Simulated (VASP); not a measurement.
```yaml
crystal:
  lattice:
    - [-2.72965, 2.72965, 2.72965]
    - [2.72965, -2.72965, 2.72965]
    - [2.72965, 2.72965, -2.72965]
  atoms:
    - { symbol: K, position: [0.00000, 0.00000, 0.00000] }
```

These are revPBE GGA, VASP's PBE PAW potentials (set 64) (plane waves; VASP) values and carry that method's errors. Numerical set-up: 520 eV cut-off, 10×10×10 Γ-centred mesh, first-order Methfessel-Paxton smearing of 0.10 eV, potentials K_sv.

Predict the energy per atom (σ→0), band gap (on the k-mesh) with the smallest direct gap where there is one.

The band gap (on the k-mesh) is none (metal, semimetal or under 0.01 eV) and the energy per atom (σ→0) is -944 meV/atom.

Only differences to runs with the same potentials and settings are physical.

The compound is K in the bcc structure. This cell is one point of a volume scan, at 1.03 of the reference volume.
